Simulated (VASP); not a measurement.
Level of theory: PBEsol GGA, VASP's PBE PAW potentials (set 64) (plane waves; VASP).

The input files of a VASP run:

### KPOINTS
```
Automatic mesh
0
Gamma
8 8 7
0 0 0
```

File POSCAR:
```
NbP
6.6265460
  0.5000000000   0.0000000000   0.0000000000
 -0.2500000755   0.4330127641   0.0000000000
  0.0000000000   0.0000000000   0.4879751835
Nb P
1 1
direct
  0.0000000000   0.0000000000   0.0000000000
  0.6666670000   0.3333330000   0.5000000000
```

### INCAR
```
! general
SYSTEM  = NbP
PREC    = Accurate
ENCUT   = 400
LREAL   = F
LASPH   = T

! electronic loop
EDIFF   = 1E-6
NELM    = 100
ALGO    = Normal
LMAXMIX = 4

! smearing
ISMEAR  = 0
SIGMA   = 0.05

! functional
GGA     = PS

! ions
ISIF    = 2

! output
LWAVE   = F
LCHARG  = F
```

POTCAR, in this order: Nb_sv P (PBE.64 set). Program: vasp_std.

Problem. Estimate the energy per atom (σ→0), pressure, band gap (on the k-mesh).

Solution. 
- energy per atom (σ→0) = -9.434 eV/atom
- band gap (on the k-mesh) = none (metal, semimetal or under 0.01 eV)
- pressure = 3.80 GPa

OSZICAR:
```
...
DAV:   7    -0.188738451351E+02    0.10299E-01   -0.15544E-01  1296   0.339E+00    0.219E+00
DAV:   8    -0.188677085710E+02    0.61366E-02   -0.34847E-02  1711   0.151E+00    0.366E-01
DAV:   9    -0.188678085604E+02   -0.99989E-04   -0.25035E-03  1402   0.402E-01    0.154E-01
DAV:  10    -0.188678565216E+02   -0.47961E-04   -0.43370E-04  1530   0.268E-01    0.216E-02
DAV:  11    -0.188678472629E+02    0.92586E-05   -0.25406E-05  1393   0.631E-02    0.144E-02
DAV:  12    -0.188678461161E+02    0.11469E-05   -0.10668E-06   947   0.139E-02    0.284E-03
DAV:  13    -0.188678461761E+02   -0.60056E-07   -0.17992E-07   720   0.614E-03
   1 F= -.18867846E+02 E0= -.18867073E+02  d E =-.154547E-02
```

The structure was generated: NbP was put into the WC type (P-6m2), which need not be its known phase. The cell was not relaxed at this level. The run is one of a series of settings (GGA = PS against the base run), some of them coarse on purpose.
